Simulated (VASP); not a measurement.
Input:

```yaml
crystal:
  lattice:
    - [-1.58000, 1.58000, 1.58000]
    - [1.58000, -1.58000, 1.58000]
    - [1.58000, 1.58000, -1.58000]
  atoms:
    - { symbol: W, position: [0.00000, 0.00000, 0.00000] }
```

All values below come from r2SCAN meta-GGA, VASP's PBE PAW potentials (set 64) (plane waves; VASP 6.6.1). Run with 400 eV cut-off, 15×15×15 Γ-centred mesh, first-order Methfessel-Paxton smearing of 0.10 eV, potentials W_sv.

Give the stress tensor in GPa (positive for a compressed cell).

```
3.93  0.00  0.00
0.00  3.93  0.00
0.00  0.00  3.93
```
The pressure is its mean diagonal, 3.93 GPa.

The compound is W in the bcc structure. The cell was not relaxed at this level. The run is one of a series of settings (GGA removed, LMIXTAU = .TRUE., METAGGA = R2SCAN against the base run), some of them coarse on purpose.
